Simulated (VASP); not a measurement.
Given:

```yaml
crystal:
  lattice:
    - [-2.87288, 2.87288, 4.82646]
    - [2.87288, -2.87288, 4.82646]
    - [2.87288, 2.87288, -4.82646]
  atoms:
    - { symbol: Ge, position: [0.75000, 0.25000, 0.50000] }
    - { symbol: Ge, position: [0.00000, 0.00000, 0.00000] }
    - { symbol: Se, position: [0.62115, 0.62500, 0.49615] }
    - { symbol: Se, position: [0.37500, 0.87115, 0.99615] }
    - { symbol: Se, position: [0.12885, 0.12500, 0.50385] }
    - { symbol: Se, position: [0.87500, 0.37885, 0.00385] }
```

Calculation: PBEsol GGA, VASP's PBE PAW potentials (set 64) (plane waves; VASP). Numerical set-up: 400 eV cut-off, Gaussian smearing of 0.050 eV, potentials Ge_d Se.

### Question
Give the energies of bands 17 to 30 at the high-symmetry points, in eV from the valence-band maximum.

### Answer

| band | Γ | X | P | N | M | S | R |
|---|---|---|---|---|---|---|---|
| 17 | -4.59 | -4.13 | -4.45 | -4.67 | -3.80 | -4.22 | -4.17 |
| 18 | -4.59 | -4.13 | -4.45 | -4.11 | -3.80 | -3.93 | -4.17 |
| 19 | -3.88 | -3.35 | -2.61 | -3.27 | -2.58 | -3.32 | -3.21 |
| 20 | -3.63 | -3.35 | -2.61 | -2.87 | -2.58 | -2.98 | -3.21 |
| 21 | -2.30 | -2.21 | -2.60 | -2.77 | -2.27 | -2.47 | -2.34 |
| 22 | -2.14 | -2.21 | -2.60 | -2.61 | -2.27 | -2.36 | -2.34 |
| 23 | -2.14 | -1.05 | -0.80 | -1.43 | -2.09 | -1.78 | -1.23 |
| 24 | -0.35 | -1.05 | -0.80 | -1.18 | -2.09 | -1.04 | -1.23 |
| 25 | -0.35 | -0.30 | -0.76 | -0.80 | -0.65 | -1.00 | -0.51 |
| 26 | 0.00 | -0.30 | -0.76 | -0.42 | -0.65 | -0.25 | -0.51 |
| 27 | 1.59 | 1.63 | 1.92 | 2.19 | 1.28 | 1.67 | 1.89 |
| 28 | 1.95 | 1.63 | 1.92 | 2.42 | 1.28 | 2.02 | 1.89 |
| 29 | 2.16 | 3.51 | 3.45 | 3.63 | 2.55 | 2.79 | 3.66 |
| 30 | 4.30 | 3.51 | 3.45 | 4.05 | 2.55 | 3.60 | 3.66 |

The gap is indirect, 1.28 eV, from the valence maximum at Γ to the conduction minimum at M.

The structure comes from a computed database's GeSe2 entry (I-42d); how it stands against other phases isn't given here. It was relaxed first, which changed the volume by -6 %.
